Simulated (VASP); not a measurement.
# ZrSeBr: structure and properties in VASP, part 2 of 6

What structure does ZrSeBr take at this level, and what are its properties? The cell is invented: other elements were put on sites of a known structure type. It may not be a known or stable phase.

VASP 6.6.1; BLYP; plane waves and PAW (Zr_sv, Se, Br); invented cell.

Still holding for the runs below: This run has no spin polarisation. Its electron count is odd, so without a moment it is a metal by construction. The k-mesh is coarse for a metal.

So far. Step 3 (Rough relaxation of the start cell): It ends with forces that vanish by symmetry and a pressure of 0.02 GPa.

## Step 4: Relaxing cell and atoms (BLYP)

Properties are meant for the cell that this level of theory prefers, so cell and atoms are relaxed first (ISIF = 3) until forces and stress are small; EDIFFG sets the threshold.

The input, INCAR:

```
SYSTEM = ZrSeBr
PREC = Accurate
ENCUT = 400
EDIFF = 1E-06
NELM = 100
ISMEAR = 0
SIGMA = 0.05
LREAL = .FALSE.
ALGO = Normal
GGA = B5
ALDAX = 1
AGGAX = 1
AGGAC = 1
ALDAC = 0
NBANDS = 18
LORBIT = 11
LWAVE = .FALSE.
LCHARG = .FALSE.
IBRION = 2
NSW = 60
ISIF = 3
EDIFFG = -0.01
```

The input, POSCAR:

```
ZrSeBr
1.0
    5.1095228665      0.0000000000      0.0000000000
   -2.5547614333      4.4249766036      0.0000000000
    0.0000000000      0.0000000000      3.2115295576
Zr Se Br
1 1 1
Direct
    0.0000000000      0.0000000000      0.5000000000
    0.3333333300      0.6666666700      0.0000000000
    0.6666666700      0.3333333300      0.0000000000
```

The input, KPOINTS:

```
Automatic mesh
0
Gamma
5 5 7
0 0 0
```

The projector-augmented-wave data sets are Zr_sv, Se and Br (PBE family, release 64).

Command:

```bash
mpirun -np 1 vasp_std
```

Output:

```text
[... set-up lines as in an earlier step ...]
 entering main loop
       N       E                     dE             d eps       ncg     rms          rms(c)
DAV:   1     0.150134939785E+03    0.15013E+03   -0.10691E+04   720   0.102E+03
DAV:   2    -0.260333886103E+01   -0.15274E+03   -0.14932E+03   932   0.264E+02
DAV:   3    -0.136041102305E+02   -0.11001E+02   -0.10811E+02  1198   0.597E+01
DAV:   4    -0.138369210634E+02   -0.23281E+00   -0.23071E+00   966   0.819E+00
DAV:   5    -0.138407100957E+02   -0.37890E-02   -0.37872E-02   970   0.890E-01    0.101E+01
DAV:   6    -0.121127975408E+02    0.17279E+01   -0.14751E+01   782   0.130E+01    0.609E+00
DAV:   7    -0.117657515641E+02    0.34705E+00   -0.28330E+00   804   0.651E+00    0.352E+00
DAV:   8    -0.117732551700E+02   -0.75036E-02   -0.11337E+00   778   0.382E+00    0.173E+00
DAV:   9    -0.117111900594E+02    0.62065E-01   -0.39654E-01   760   0.235E+00    0.438E-01
DAV:  10    -0.117071188625E+02    0.40712E-02   -0.18665E-02   778   0.652E-01    0.149E-01
DAV:  11    -0.117076627240E+02   -0.54386E-03   -0.53613E-03   836   0.267E-01    0.152E-01
DAV:  12    -0.117072340393E+02    0.42868E-03   -0.35997E-03   802   0.207E-01    0.480E-02
DAV:  13    -0.117071957054E+02    0.38334E-04   -0.15941E-04   804   0.601E-02    0.136E-02
DAV:  14    -0.117071933578E+02    0.23476E-05   -0.21278E-05   840   0.214E-02    0.444E-03
DAV:  15    -0.117071936853E+02   -0.32746E-06   -0.22038E-06   552   0.788E-03
   1 F= -.11707194E+02 E0= -.11704454E+02  d E =-.117072E+02
 curvature:   0.00 expect dE= 0.000E+00 dE for cont linesearch  0.000E+00
 trial: gam= 0.00000 g(F)=  0.459E-43 g(S)=  0.526E-02 ort = 0.000E+00 (trialstep = 0.100E+01)
 search vector abs. value=  0.526E-02
 bond charge predicted
       N       E                     dE             d eps       ncg     rms          rms(c)
DAV:   1    -0.117458914326E+02   -0.38698E-01   -0.10517E+00   758   0.783E+00    0.130E+00
DAV:   2    -0.117188471246E+02    0.27044E-01   -0.11396E-01   776   0.232E+00    0.551E-01
DAV:   3    -0.117129903588E+02    0.58568E-02   -0.45306E-02   796   0.719E-01    0.357E-01
DAV:   4    -0.117092101428E+02    0.37802E-02   -0.17435E-02  1020   0.781E-01    0.183E-01
DAV:   5    -0.117094771899E+02   -0.26705E-03   -0.79600E-04   910   0.150E-01    0.115E-01
DAV:   6    -0.117096797043E+02   -0.20251E-03   -0.47363E-04  1048   0.945E-02    0.199E-02
DAV:   7    -0.117096800279E+02   -0.32360E-06   -0.11164E-05   776   0.214E-02    0.121E-02
DAV:   8    -0.117096805660E+02   -0.53811E-06   -0.16227E-06   582   0.104E-02
   2 F= -.11709681E+02 E0= -.11707351E+02  d E =-.248688E-02
[...]
3 F= -.11709693E+02 E0= -.11707342E+02  d E =-.249890E-02
[...]
4 F= -.11709692E+02 E0= -.11707333E+02  d E =-.249816E-02
[...]
5 F= -.11709868E+02 E0= -.11707627E+02  d E =-.175950E-03
 trial-energy change:   -0.000176  1 .order   -0.000160   -0.000435    0.000116
 step:   0.8027(harm=  0.7766)  dis= 0.00000  next Energy=   -11.709878 (dE=-0.186E-03)
 bond charge predicted
       N       E                     dE             d eps       ncg     rms          rms(c)
DAV:   1    -0.117099168478E+02   -0.49104E-04   -0.19148E-03   724   0.313E-01    0.381E-02
DAV:   2    -0.117098889224E+02    0.27925E-04   -0.10225E-04   782   0.537E-02    0.189E-02
DAV:   3    -0.117098816921E+02    0.72304E-05   -0.64440E-05   816   0.307E-02    0.117E-02
DAV:   4    -0.117098774454E+02    0.42467E-05   -0.10078E-05   796   0.156E-02    0.344E-03
DAV:   5    -0.117098774576E+02   -0.12210E-07   -0.77154E-07   390   0.497E-03
   6 F= -.11709877E+02 E0= -.11707624E+02  d E =-.185613E-03
 curvature:  -0.41 expect dE=-0.133E-05 dE for cont linesearch -0.158E-08
 trial: gam=-0.00813 g(F)=  0.931E-44 g(S)=  0.328E-05 ort =-0.135E-05 (trialstep = 0.947E+00)
 search vector abs. value=  0.334E-05
 reached required accuracy - stopping structural energy minimisation
```

Wall time 48 s (1 MPI rank of Intel Xeon 6975P-C (Granite Rapids), shared host); peak memory 0.18 GiB.

From OUTCAR (step 4):

```text
  LATTYP: Found a hexagonal cell.
 ALAT       =     5.1095228665
 C/A-ratio  =     0.6285380537

The static configuration has the point symmetry D_3h.

 Found     20 irreducible k-points:

   k-points           NKPTS =     20   k-points in BZ     NKDIM =     20   number of bands    NBANDS=     18

   dimension x,y,z NGX =    36 NGY =   36 NGZ =   24
   dimension x,y,z NGXF=    72 NGYF=   72 NGZF=   48

   ENCUT  =  400.0 eV  29.40 Ry    5.42 a.u.   8.33  8.33  5.24*2*pi/ulx,y,z

   NELECT =      25.0000    total number of electrons

 E-fermi :   6.9895

 k-point     1 :       0.0000    0.0000    0.0000
  band No.  band energies     occupation
    ...
      8       0.9429      2.00000
      9       4.3642      2.00000
     10       4.3642      2.00000
     11       4.6109      2.00000
     12       4.8256      2.00000
     13       7.7084      0.00000
     14       7.8954      0.00000
     15       8.3777      0.00000
     16       8.3777      0.00000
     17       8.5007      0.00000
    ...

 k-point     2 :       0.2000    0.0000    0.0000
  band No.  band energies     occupation
    ...
      8       1.2597      2.00000
      9       3.5235      2.00000
     10       4.5544      2.00000
     11       4.8319      2.00000
     12       5.2108      2.00000
     13       7.4780      0.00000
     14       8.1019      0.00000
     15       8.4799      0.00000
     16       8.5022      0.00000
     17       8.7562      0.00000
    ...

  Total        0.0090669      0.0090669      0.0063092     -0.0000000     -0.0000000      0.0000000
  in kB        0.2026766      0.2026766      0.1410318     -0.0000000     -0.0000000      0.0000000
  external PRESSURE =       0.1821283 kB  Pullay stress =       0.0000000 kB

  energy-cutoff  :      400.00
  volume of cell :       71.67
      direct lattice vectors                 reciprocal lattice vectors
     5.076008974  0.000000000 -0.000000000     0.197005168  0.113740987  0.000000000
    -2.538004487  4.395952721  0.000000000    -0.000000000  0.227481973  0.000000000
    -0.000000000 -0.000000000  3.212110852     0.000000000  0.000000000  0.311321759

 POSITION                                       TOTAL-FORCE (eV/Angst)
 -----------------------------------------------------------------------------------
     -0.00000     -0.00000      1.60606         0.000000      0.000000     -0.000000
     -0.00000      2.93064     -0.00000        -0.000000      0.000000      0.000000
      2.53800      1.46532     -0.00000         0.000000     -0.000000     -0.000000
 -----------------------------------------------------------------------------------
    total drift:                               -0.000007      0.000004      0.000000

  FREE ENERGIE OF THE ION-ELECTRON SYSTEM (eV)
  ---------------------------------------------------
  free  energy   TOTEN  =       -11.7098774576 eV

  energy  without entropy=      -11.7053704425  energy(sigma->0) =      -11.70762395

 total charge
# of ion       s       p       d       tot
------------------------------------------
    1        2.113   5.908   1.548   9.568
    2        1.517   2.223   0.036   3.776
    3        1.669   3.199   0.043   4.910
--------------------------------------------------
tot          5.299  11.329   1.626  18.254

[... 2 parts as in an earlier step ...]

[... 7 further parts left out ...]
```

CONTCAR:

```
ZrSeBr
   1.00000000000000
     5.0760089739128187    0.0000000000003782   -0.0000000000000000
    -2.5380044870057539    4.3959527212397367    0.0000000000000000
    -0.0000000000000000   -0.0000000000000000    3.2121108523140087
  Zr              Se              Br
     1     1     1
Direct
     0.0000000000000000    0.0000000000000000    0.5000000000000000
     0.3333333300000021    0.6666666699999979    0.0000000000000000
     0.6666666699999979    0.3333333300000021    0.0000000000000000
```

Step by step:

```
step  energy less that of the first step (eV)  largest force (eV/Å)  pressure (GPa)  volume (Å³)
   1                                   0.0000                0.0000           -0.67        72.61
   2                                  -0.0025                0.0000            0.14        71.55
   3                                  -0.0025                0.0000            0.10        71.62
   4                                  -0.0025                0.0000            0.07        71.64
   5                                  -0.0027                0.0000            0.01        71.68
   6                                  -0.0027                0.0000            0.02        71.67
```

```
conventional cell, symmetrised  before  after  change
                         a (Å)   5.110  5.076  -0.7 %
                         b (Å)   5.110  5.076  -0.7 %
                         c (Å)   3.212  3.212  +0.0 %
              volume (Å³/atom)   24.20  23.89  -1.3 %
```

Final coordinates:

```cif
data_structure
_symmetry_space_group_name_H-M 'P 1'
_symmetry_Int_Tables_number 1
_cell_length_a 5.0760
_cell_length_b 5.0760
_cell_length_c 3.2121
_cell_angle_alpha 90.000
_cell_angle_beta 90.000
_cell_angle_gamma 120.000
_cell_volume 71.67
loop_
_atom_site_label
_atom_site_type_symbol
_atom_site_fract_x
_atom_site_fract_y
_atom_site_fract_z
_atom_site_occupancy
Zr1 Zr 0.00000 0.00000 0.50000 1
Se2 Se 0.33333 0.66667 0.00000 1
Br3 Br 0.66667 0.33333 0.00000 1
```

This step gave:

| Property | Result |
| --- | --- |
| irreducible k-points | 20 |
| free energy (TOTEN) | -11.71 eV |
| energy at zero smearing | -11.71 eV |
| Fermi energy | 6.989 eV |
| pressure | 0.01821 GPa |
| SCF cycles over all ionic steps | 44 |

It ends with forces that vanish by symmetry and a pressure of 0.02 GPa.

## Step 5: Second relaxation

The basis stayed that of the start cell while the cell moved. A rerun from the cell reached resets it; the error of the finite cutoff stays.

INCAR is that of step 4.

The input, POSCAR:

```
ZrSeBr
1.0
    5.0760089739      0.0000000000      0.0000000000
   -2.5380044870      4.3959527212      0.0000000000
    0.0000000000      0.0000000000      3.2121108523
Zr Se Br
1 1 1
Direct
    0.0000000000      0.0000000000      0.5000000000
    0.3333333300      0.6666666700      0.0000000000
    0.6666666700      0.3333333300      0.0000000000
```

KPOINTS is that of step 4.

Command:

```bash
mpirun -np 1 vasp_std
```

Output:

```text
[... set-up lines as in an earlier step ...]
 entering main loop
       N       E                     dE             d eps       ncg     rms          rms(c)
DAV:   1     0.150531268968E+03    0.15053E+03   -0.10764E+04   720   0.102E+03
DAV:   2    -0.266529364815E+01   -0.15320E+03   -0.14962E+03   968   0.262E+02
DAV:   3    -0.135257082882E+02   -0.10860E+02   -0.10731E+02  1228   0.590E+01
DAV:   4    -0.137865250151E+02   -0.26082E+00   -0.25631E+00   936   0.829E+00
DAV:   5    -0.137917680610E+02   -0.52430E-02   -0.52364E-02   986   0.959E-01    0.102E+01
DAV:   6    -0.120872346255E+02    0.17045E+01   -0.13936E+01   790   0.129E+01    0.611E+00
DAV:   7    -0.117600384129E+02    0.32720E+00   -0.25793E+00   812   0.631E+00    0.358E+00
DAV:   8    -0.117782002576E+02   -0.18162E-01   -0.99631E-01   784   0.370E+00    0.178E+00
DAV:   9    -0.117138199386E+02    0.64380E-01   -0.42066E-01   766   0.244E+00    0.439E-01
DAV:  10    -0.117089704218E+02    0.48495E-02   -0.23644E-02   772   0.710E-01    0.136E-01
DAV:  11    -0.117095492847E+02   -0.57886E-03   -0.38356E-03   840   0.247E-01    0.142E-01
DAV:  12    -0.117091867651E+02    0.36252E-03   -0.36729E-03   802   0.216E-01    0.592E-02
DAV:  13    -0.117091329236E+02    0.53842E-04   -0.19676E-04   814   0.712E-02    0.169E-02
DAV:  14    -0.117091282920E+02    0.46316E-05   -0.66525E-05   822   0.348E-02    0.105E-02
DAV:  15    -0.117091273603E+02    0.93172E-06   -0.54221E-06   758   0.121E-02
   1 F= -.11709127E+02 E0= -.11706868E+02  d E =-.117091E+02
 curvature:   0.00 expect dE= 0.000E+00 dE for cont linesearch  0.000E+00
 trial: gam= 0.00000 g(F)=  0.101E-42 g(S)=  0.642E-06 ort = 0.000E+00 (trialstep = 0.100E+01)
 search vector abs. value=  0.642E-06
 reached required accuracy - stopping structural energy minimisation
```

It took 15 s on 1 MPI rank; peak memory 0.18 GiB.

From OUTCAR (step 5):

```text
  LATTYP: Found a hexagonal cell.
 ALAT       =     5.0760089739
 C/A-ratio  =     0.6328024377

The static configuration has the point symmetry D_3h.

 Found     20 irreducible k-points:

   ENCUT  =  400.0 eV  29.40 Ry    5.42 a.u.   8.28  8.28  5.24*2*pi/ulx,y,z

   NELECT =      25.0000    total number of electrons

 E-fermi :   6.9895

 k-point     1 :       0.0000    0.0000    0.0000
  band No.  band energies     occupation
    ...
      8       0.9432      2.00000
      9       4.3643      2.00000
     10       4.3643      2.00000
     11       4.6108      2.00000
     12       4.8259      2.00000
     13       7.7085      0.00000
     14       7.8956      0.00000
     15       8.3778      0.00000
     16       8.3778      0.00000
     17       8.5005      0.00000
    ...

 k-point     2 :       0.2000    0.0000    0.0000
  band No.  band energies     occupation
    ...
      8       1.2599      2.00000
      9       3.5236      2.00000
     10       4.5545      2.00000
     11       4.8323      2.00000
     12       5.2108      2.00000
     13       7.4781      0.00000
     14       8.1021      0.00000
     15       8.4797      0.00000
     16       8.5024      0.00000
     17       8.7560      0.00000
    ...

  Total        0.0030871      0.0030871     -0.0045644     -0.0000000      0.0000000      0.0000000
  in kB        0.0690082      0.0690082     -0.1020300     -0.0000000      0.0000000      0.0000000
  external PRESSURE =       0.0119955 kB  Pullay stress =       0.0000000 kB

  energy-cutoff  :      400.00
  volume of cell :       71.67
      direct lattice vectors                 reciprocal lattice vectors
     5.076008974  0.000000000  0.000000000     0.197005168  0.113740987  0.000000000
    -2.538004487  4.395952721  0.000000000     0.000000000  0.227481973  0.000000000
     0.000000000  0.000000000  3.212110852     0.000000000  0.000000000  0.311321759

 POSITION                                       TOTAL-FORCE (eV/Angst)
 -----------------------------------------------------------------------------------
      0.00000      0.00000      1.60606         0.000000     -0.000000      0.000000
     -0.00000      2.93064      0.00000        -0.000000      0.000000      0.000000
      2.53800      1.46532      0.00000         0.000000     -0.000000      0.000000
 -----------------------------------------------------------------------------------
    total drift:                               -0.000007      0.000004      0.000000

  FREE ENERGIE OF THE ION-ELECTRON SYSTEM (eV)
  ---------------------------------------------------
  free  energy   TOTEN  =       -11.7091273603 eV

  energy  without entropy=      -11.7046084021  energy(sigma->0) =      -11.70686788

 total charge
# of ion       s       p       d       tot
------------------------------------------
    1        2.113   5.908   1.548   9.568
    2        1.517   2.222   0.036   3.776
    3        1.669   3.199   0.043   4.910
--------------------------------------------------
tot          5.299  11.329   1.626  18.254

[... 5 parts as in an earlier step ...]

[... 6 further parts left out ...]
```

CONTCAR:

```
ZrSeBr
   1.00000000000000
     5.0760089738999996    0.0000000000000000    0.0000000000000000
    -2.5380044869999998    4.3959527211999996    0.0000000000000000
     0.0000000000000000    0.0000000000000000    3.2121108522999999
  Zr              Se              Br
     1     1     1
Direct
     0.0000000000000000    0.0000000000000000    0.5000000000000000
     0.3333333300000021    0.6666666699999979    0.0000000000000000
     0.6666666699999979    0.3333333300000021    0.0000000000000000
```

Little changed from the start: no atom moved by 0.005 Å and no cell edge by 0.1 %.

Numbers from this step:

- pressure: 0.001200 GPa
- SCF cycles over all ionic steps: 15

It ends with forces that vanish by symmetry and a pressure of 0.00 GPa. The volume moved by under 0.01 %: the run met its threshold at the first step.

## Step 6: Single point with fields (BLYP)

A single point on the relaxed cell gives a clean self-consistent state, with density, ELF and potential written out.

INCAR, as its differences from that of step 5:

```diff
@@ -17,6 +17,5 @@
 LWAVE = .FALSE.
-LCHARG = .FALSE.
-IBRION = 2
-NSW = 60
-ISIF = 3
-EDIFFG = -0.01
+LCHARG = .TRUE.
+ISIF = 2
+LELF = .TRUE.
+LVHAR = .TRUE.
```

POSCAR is that of step 5.

KPOINTS is that of step 5.

Command:

```bash
mpirun -np 1 vasp_std
```

Output:

```text
[... set-up lines as in an earlier step ...]
 entering main loop
       N       E                     dE             d eps       ncg     rms          rms(c)
[... 15 cycles as in an earlier step ...]
   1 F= -.11709127E+02 E0= -.11706868E+02  d E =-.451896E-02
```

Run time: 15 s. Hardware: 1 MPI rank; peak memory 0.18 GiB.

Parts of OUTCAR (step 6):

```text
   NELECT =      25.0000    total number of electrons

 E-fermi :   6.9895

[... 20 parts as in an earlier step ...]

[... 2 further parts left out ...]
```

Numbers from this step:

```yaml
scf_cycles: 15
```

Valence electrons inside each PAW sphere by angular momentum. Sphere charges, by row:

```
atom  s (e)  p (e)  d (e)  tot (e)
 Zr1  2.113  5.908  1.548    9.568
 Se2  1.517  2.222  0.036    3.776
 Br3  1.669  3.199  0.043     4.91
```

Electrostatic potential energy in the ab plane at fractional z = 0.000, with atoms of Se and Br within 0.2 Å of it. With pseudopotentials it is smooth inside the atoms' cores, unlike the true potential.

Ten even steps from '0' (-53 eV) to '9' (2 eV), each cell a mean:
```
99999999999999
99998667999999
99972005999999
99722405999999
99415318999999
98300279998889
99656899731279
99999997100069
99999982020289
99999981001799
99999984247999
99999998899999
99999999999999
```
Columns run along a (5.1 Å; values clipped at the 3rd and 97th percentile), rows up along b (5.1 Å). Atoms in or near the plane, at fractional coordinates: Se at (0.33, 0.67), Br at (0.67, 0.33).

ELF in the ab plane at fractional z = 0.000, with atoms of Se and Br within 0.2 Å of it. It is the smooth field of the valence electrons, not physical close to the nuclei.

Ten even steps from '_' (0.15) to '@' (0.87), each cell a mean:
```
==::....::------::::....--==
::..--**%%%%%%%%%%++::..::::
__--##@@@@%%@@@@@@++..______
__++@@@@##**%%@@##::________
__++@@%%++**@@##::__--++==..
__**@@@@%%@@##::..**@@@@##::
__++@@@@@@##..::##@@@@@@%%--
__++%%%%**....##@@####@@%%--
__--++==....##@@##==##@@%%..
__....____++@@@@%%%%@@@@++__
..::..__..**@@@@@@@@@@**..__
==--..____--**##**++--..__::
++==..__________________::==
```
Columns run along a (5.1 Å), rows up along b (5.1 Å). Atoms in or near the plane, at fractional coordinates: Se at (0.33, 0.67), Br at (0.67, 0.33).

Valence density in the ab plane at fractional z = 0.000, with atoms of Se and Br within 0.2 Å of it. It is the smooth field of the valence electrons, not physical close to the nuclei.

Ten even steps from '_' (-0.4 e/Å³) to '@' (1.2 e/Å³), each cell a mean:
```
------------====------------
------==++****++==----------
----==**########++----------
----++##==--**##==----------
--==****::==##++------==----
--++########++==--==****++==
--==**##**++====**%%@@@@**==
--========----**@@****@@##==
------------++@@**__++@@++--
----------==**@@####@@**==--
----------==**%%@@%%**==----
------------==++++==--------
----------------------------
```
Columns run along a (5.1 Å), rows up along b (5.1 Å). Atoms in or near the plane, at fractional coordinates: Se at (0.33, 0.67), Br at (0.67, 0.33).

In this run the pressure is 0.00 GPa, small enough to go on.

(Continued in part 3 of 6.)

[Lines on the potential files, build, host, timing and source positions are cut from VASP's logs without a mark.]

[Logs are printed without paths, hosts, clocks, repeated set-up lines and the standing remarks that a program may print on its own settings, such as how far it seeks lower states.]

[Hosts, paths, dates, database ids (printed as entryN), source tags and the programs' standing remarks are cut or masked in the printed files.]

[A measured line is paired with the nearest computed mode of its activity, which favours agreement.]
